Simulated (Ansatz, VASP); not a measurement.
**Cross-check of NaCl between VASP and Ansatz**

One calculation is typed for both programs; each brings its own data sets. How far apart do they land? The cell is taken from a series of runs on this material, whose earlier steps may have relaxed, scaled, displaced or heated it; both programs get it as it stands.

Method: plane waves, with VASP 6.6.1 beside it; zone-centre phonons at r2SCAN, in Ansatz 0.2.0.

**1. The starting structure**

It takes space group Fm-3m (No. 225, cubic). The conventional cell has a = 5.608 Å, b = 5.608 Å, c = 5.608 Å, α = 90.00°, β = 90.00°, γ = 90.00°. Nearest to Na lie 6 Cl at 2.80 Å. Cl has 6 Na at 2.80 Å nearest. Farther neighbours and most contacts between anions are not listed.

Coordinates:

```xyz
2
Lattice="0.0000 2.8040 2.8040 2.8040 0.0000 2.8040 2.8040 2.8040 0.0000" Properties=species:S:1:pos:R:3 pbc="T T T"
Na    0.0000    0.0000    0.0000
Cl    2.8040    2.8040    2.8040
```

**2. VASP: zone-centre phonons, r2SCAN**

Second derivatives magnify differences that forces hide, and they need a tight electronic threshold.

Lines of VASP's logs that name or quote its potential files are left out, and so is its time.

File INCAR:

```
SYSTEM = NaCl
PREC = Accurate
ENCUT = 550
EDIFF = 1E-08
NELM = 120
ISMEAR = 0
SIGMA = 0.01
LREAL = .FALSE.
ALGO = Normal
METAGGA = R2SCAN
LASPH = .TRUE.
NBANDS = 13
LORBIT = 11
LWAVE = .FALSE.
LCHARG = .FALSE.
ISIF = 2
IBRION = 6
NFREE = 2
POTIM = 0.015
NSW = 1
GGA_COMPAT = .FALSE.
EFERMI = MIDGAP
LMIXTAU = .TRUE.
KPAR = 2
```

File POSCAR:

```
NaCl
1.0
    0.0000000000      2.8039562004      2.8039562004
    2.8039562004      0.0000000000      2.8039562004
    2.8039562004      2.8039562004      0.0000000000
Na Cl
1 1
Direct
    0.0000000000      0.0000000000      0.0000000000
    0.5000000000      0.5000000000      0.5000000000
```

File KPOINTS:

```
Automatic mesh
0
Gamma
6 6 6
0 0 0
```

Potentials, in the order of the species: Na_pv and Cl (PBE family, release 64).

Started as:

```console
$ mpirun -np 2 vasp_std
```

Numbers of over 12 decimals in the logs are rounded to 6 here.

Log:

```text
[banner, memory and clock lines left out]
running    2 mpi-ranks, on    1 nodes
 distrk:  each k-point on    1 cores,    2 groups
 distr:  one band on    1 cores,    1 groups

 POSCAR found type information on POSCAR NaCl
 POSCAR found :  2 types and       2 ions
|                                                                             |
|               ----> ADVICE to this user running VASP <----                  |
|                                                                             |
|     You enforced a specific xc type in the INCAR file but a different       |
|     [... a line on the potential file left out ...]
|     I HOPE YOU KNOW WHAT YOU ARE DOING!                                     |
|                                                                             |

 LDA part: xc-table for (None), standard interpolation
 POSCAR, INCAR and KPOINTS ok, starting setup
 FFT: planning ... GRIDC
 FFT: planning ... GRID_SOFT
 FFT: planning ... GRID
 WAVECAR not read
 entering main loop
       N       E                     dE             d eps       ncg     rms          rms(c)
DAV:   1     0.954323657860E+02    0.95432E+02   -0.76387E+03   424   0.116E+03
DAV:   2    -0.650035647028E+01   -0.10193E+03   -0.94727E+02   426   0.300E+02
DAV:   3    -0.157893539360E+02   -0.92890E+01   -0.92074E+01   516   0.826E+01
DAV:   4    -0.159594800893E+02   -0.17013E+00   -0.17000E+00   499   0.117E+01
DAV:   5    -0.159628869562E+02   -0.34069E-02   -0.34066E-02   499   0.167E+00    0.227E+00
DAV:   6    -0.137636630220E+02    0.21992E+01   -0.86019E-01   451   0.996E+00    0.275E+00
DAV:   7    -0.135664835203E+02    0.19718E+00   -0.23690E-01   436   0.621E+00    0.694E-01
DAV:   8    -0.139668308888E+02   -0.40035E+00   -0.28547E-01   416   0.506E+00    0.884E-01
DAV:   9    -0.137806320874E+02    0.18620E+00   -0.58156E-02   416   0.297E+00    0.635E-01
DAV:  10    -0.137965898664E+02   -0.15958E-01   -0.28369E-02   456   0.194E+00    0.262E-01
DAV:  11    -0.137832960994E+02    0.13294E-01   -0.10077E-02   421   0.119E+00    0.180E-01
DAV:  12    -0.137833082754E+02   -0.12176E-04   -0.86589E-05   549   0.104E-01    0.174E-01
DAV:  13    -0.137897654511E+02   -0.64572E-02   -0.14611E-03   416   0.385E-01    0.239E-01
DAV:  14    -0.137910491900E+02   -0.12837E-02   -0.10250E-03   426   0.404E-01    0.227E-01
[...]
DAV:  22    -0.137911265409E+02    0.16978E-05   -0.44304E-07   441   0.914E-03    0.127E-03
DAV:  23    -0.137911254828E+02    0.10580E-05   -0.29273E-07   446   0.586E-03    0.215E-03
DAV:  24    -0.137911267792E+02   -0.12964E-05   -0.74902E-08   446   0.349E-03    0.874E-04
DAV:  25    -0.137911268336E+02   -0.54360E-07   -0.14730E-08   476   0.131E-03    0.769E-05
DAV:  26    -0.137911269173E+02   -0.83693E-07   -0.16050E-09   404   0.512E-04    0.178E-04
DAV:  27    -0.137911268740E+02    0.43291E-07   -0.12963E-09   243   0.353E-04    0.766E-05
DAV:  28    -0.137911268510E+02    0.22977E-07   -0.30701E-10   233   0.179E-04    0.107E-05
DAV:  29    -0.137911268585E+02   -0.74510E-08   -0.31741E-11   238   0.760E-05
   1 F= -.13791127E+02 E0= -.13791127E+02  d E =0.000000E+00
[...]
2 F= -.13790724E+02 E0= -.13790724E+02  d E =0.000000E+00
[...]
3 F= -.13790724E+02 E0= -.13790724E+02  d E =0.000000E+00
[...]
4 F= -.13790952E+02 E0= -.13790952E+02  d E =0.000000E+00
 Finite differences progress:
  Degree of freedom:   2/  2
  Displacement:        1/  2
  Total:               3/  4
 bond charge predicted
       N       E                     dE             d eps       ncg     rms          rms(c)
DAV:   1    -0.137860470669E+02    0.49050E-02   -0.11064E+00   780   0.546E+00    0.217E-01
DAV:   2    -0.137909995090E+02   -0.49524E-02   -0.56756E-02   856   0.178E+00    0.783E-02
DAV:   3    -0.137908209940E+02    0.17851E-03   -0.16571E-03   830   0.399E-01    0.646E-02
DAV:   4    -0.137903467250E+02    0.47427E-03   -0.14764E-03   780   0.347E-01    0.319E-02
DAV:   5    -0.137907254025E+02   -0.37868E-03   -0.12236E-03   780   0.360E-01    0.207E-02
DAV:   6    -0.137909353426E+02   -0.20994E-03   -0.28413E-04   800   0.161E-01    0.151E-02
DAV:   7    -0.137909300167E+02    0.53259E-05   -0.70780E-06   930   0.298E-02    0.123E-02
DAV:   8    -0.137909495585E+02   -0.19542E-04   -0.11854E-05   795   0.349E-02    0.552E-03
DAV:   9    -0.137909515981E+02   -0.20396E-05   -0.12671E-06   895   0.126E-02    0.135E-03
DAV:  10    -0.137909520844E+02   -0.48635E-06   -0.29684E-07   885   0.453E-03    0.116E-03
DAV:  11    -0.137909521261E+02   -0.41636E-07   -0.15160E-08   940   0.116E-03    0.403E-04
DAV:  12    -0.137909520647E+02    0.61365E-07   -0.23610E-07   785   0.522E-03    0.824E-04
DAV:  13    -0.137909521072E+02   -0.42502E-07   -0.28842E-08   830   0.160E-03    0.511E-04
DAV:  14    -0.137909520886E+02    0.18665E-07   -0.46052E-10   560   0.232E-04    0.308E-04
DAV:  15    -0.137909520960E+02   -0.74951E-08   -0.60317E-10   455   0.195E-04
   5 F= -.13790952E+02 E0= -.13790952E+02  d E =0.000000E+00
 Finite differences progress:
  Degree of freedom:   2/  2
  Displacement:        2/  2
  Total:               4/  4
```

OUTCAR, selected parts (step 2):

```text
ion  position               nearest neighbor table
   1  0.000  0.000  0.000-
   2  0.500  0.500  0.500-

  LATTYP: Found a face centered cubic cell.
 ALAT       =     5.6079124008

 Subroutine GETGRP returns: Found 48 space group operations
 (whereof 48 operations were pure point group operations)

The static configuration has the point symmetry O_h .

 Found     16 irreducible k-points:

   k-points           NKPTS =     16   k-points in BZ     NKDIM =     16   number of bands    NBANDS=     13

   dimension x,y,z NGX =    30 NGY =   30 NGZ =   30
   dimension x,y,z NGXF=    60 NGYF=   60 NGZF=   60

   ENCUT  =  550.0 eV  40.42 Ry    6.36 a.u.   7.58  7.58  7.58*2*pi/ulx,y,z

   NELECT =      14.0000    total number of electrons

 k-points in reciprocal lattice and weights: Automatic mesh
   0.00000000  0.00000000  0.00000000       0.005
   0.16666667  0.00000000  0.00000000       0.037
   0.33333333  0.00000000  0.00000000       0.037
   0.50000000  0.00000000  0.00000000       0.019
   0.16666667  0.16666667  0.00000000       0.028
   0.33333333  0.16666667  0.00000000       0.111
   0.50000000  0.16666667  0.00000000       0.111
  -0.33333333  0.16666667  0.00000000       0.111
  -0.16666667  0.16666667  0.00000000       0.056
[...]
-0.33333333  0.33333333  0.16666667       0.111
  -0.33333333  0.50000000  0.16666667       0.056

 average (electrostatic) potential at core
       1 -52.0616       2 -96.8482

 E-fermi :   1.9314

 k-point     1 :       0.0000    0.0000    0.0000
  band No.  band energies     occupation
    ...
      3     -22.5527      2.00000
      4     -14.3266      2.00000
      5      -1.0651      2.00000
      6      -1.0650      2.00000
      7      -1.0650      2.00000
      8       4.9278      0.00000
      9      10.7118      0.00000
     10      10.7118      0.00000
     11      10.7119      0.00000
     12      12.9827      0.00000
    ...

 k-point     2 :       0.1667    0.0000    0.0000
  band No.  band energies     occupation
    ...
      3     -22.5532      2.00000
      4     -14.2407      2.00000
      5      -1.6672      2.00000
      6      -1.1406      2.00000
      7      -1.1406      2.00000
      8       5.7410      0.00000
      9       9.9365      0.00000
     10      11.0362      0.00000
     11      11.0363      0.00000
     12      12.7204      0.00000
    ...

 k-point     3 :       0.3333    0.0000    0.0000
  band No.  band energies     occupation
    ...
      3     -22.5542      2.00000
      4     -14.0614      2.00000
      5      -2.6272      2.00000
      6      -1.2846      2.00000
      7      -1.2846      2.00000
      8       6.7792      0.00000
      9       9.9101      0.00000
     10      10.9537      0.00000
     11      10.9541      0.00000
     12      13.8388      0.00000
    ...

  Total       -0.0480064     -0.0505027     -0.0505027     -0.0000000      0.0000000      0.0000000
  in kB       -1.7444809     -1.8351931     -1.8351931     -0.0000000      0.0000000      0.0000000
  external PRESSURE =      -1.8049557 kB  Pullay stress =       0.0000000 kB

  energy-cutoff  :      550.00
  volume of cell :       44.09
      direct lattice vectors                 reciprocal lattice vectors
     0.000000000  2.803956200  2.803956200    -0.178319476  0.178319476  0.178319476
     2.803956200  0.000000000  2.803956200     0.178319476 -0.178319476  0.178319476
     2.803956200  2.803956200  0.000000000     0.178319476  0.178319476 -0.178319476

 POSITION                                       TOTAL-FORCE (eV/Angst)
 -----------------------------------------------------------------------------------
      0.00000      0.00000      0.00000        -0.023442      0.000000      0.000000
      2.78896      2.80396      2.80396         0.023442      0.000000      0.000000
 -----------------------------------------------------------------------------------
    total drift:                                0.000130      0.000000      0.000000

  FREE ENERGIE OF THE ION-ELECTRON SYSTEM (eV)
  ---------------------------------------------------
  free  energy   TOTEN  =       -13.7909520960 eV

  energy  without entropy=      -13.7909520960  energy(sigma->0) =      -13.79095210

 Eigenvectors and eigenvalues of the dynamical matrix
 ----------------------------------------------------

   1 f  =    5.758278 THz    36.180325 2PiTHz  192.075467 cm-1    23.814312 meV
             X         Y         Z           dx          dy          dz
      0.000000  0.000000  0.000000    -0.680399    0.457231    0.000000
      2.803956  2.803956  2.803956     0.475349   -0.319436    0.000000

   2 f  =    5.758278 THz    36.180325 2PiTHz  192.075467 cm-1    23.814312 meV
             X         Y         Z           dx          dy          dz
      0.000000  0.000000  0.000000     0.457231    0.680399    0.000000
      2.803956  2.803956  2.803956    -0.319436   -0.475349    0.000000

   3 f  =    5.758278 THz    36.180325 2PiTHz  192.075467 cm-1    23.814312 meV
             X         Y         Z           dx          dy          dz
      0.000000  0.000000  0.000000     0.000000    0.000000    0.819758
      2.803956  2.803956  2.803956     0.000000    0.000000   -0.572710

   4 f/i=    0.392978 THz     2.469156 2PiTHz   13.108350 cm-1     1.625228 meV
             X         Y         Z           dx          dy          dz
      0.000000  0.000000  0.000000     0.243389   -0.518419    0.000000
      2.803956  2.803956  2.803956     0.348379   -0.742048    0.000000

   5 f/i=    0.392978 THz     2.469156 2PiTHz   13.108350 cm-1     1.625228 meV
             X         Y         Z           dx          dy          dz
      0.000000  0.000000  0.000000     0.518419    0.243389    0.000000
      2.803956  2.803956  2.803956     0.742048    0.348379    0.000000

   6 f/i=    0.392978 THz     2.469156 2PiTHz   13.108350 cm-1     1.625228 meV
             X         Y         Z           dx          dy          dz
      0.000000  0.000000  0.000000     0.000000    0.000000   -0.572710
      2.803956  2.803956  2.803956     0.000000    0.000000   -0.819758

 ELASTIC MODULI CONTR FROM IONIC RELAXATION (kBar)
 Direction    XX          YY          ZZ          XY          YZ          ZX
 --------------------------------------------------------------------------------
 XX           0.0000      0.0000      0.0000      0.0000      0.0000      0.0000
 YY           0.0000      0.0000      0.0000      0.0000      0.0000      0.0000
 ZZ           0.0000      0.0000      0.0000      0.0000      0.0000      0.0000
 XY           0.0000      0.0000      0.0000      0.0000      0.0000      0.0000
 YZ           0.0000      0.0000      0.0000      0.0000      0.0000      0.0000
 ZX           0.0000      0.0000      0.0000      0.0000      0.0000      0.0000
 --------------------------------------------------------------------------------

 total charge
# of ion       s       p       d       tot
------------------------------------------
    1        0.036   5.980   0.000   6.016
    2        1.594   3.616   0.000   5.210
--------------------------------------------------
tot          1.630   9.596   0.000  11.227

[... 3 further parts left out ...]
```

The last energy, forces, stress and levels in OUTCAR belong to the last displaced cell, not to the cell of POSCAR.

Levels, forces or a CONTCAR printed for this step are those of its last displaced cell, not of the structure at rest.

[end of part 1 of 2]

[Lines on the potential files, build, host, timing and source positions are cut from VASP's logs without a mark.]

[Logs are printed without paths, hosts, clocks, repeated set-up lines and the standing remarks that a program may print on its own settings, such as how far it seeks lower states.]

[Hosts, paths, dates, database ids (printed as entryN), source tags and the programs' standing remarks are cut or masked in the printed files.]
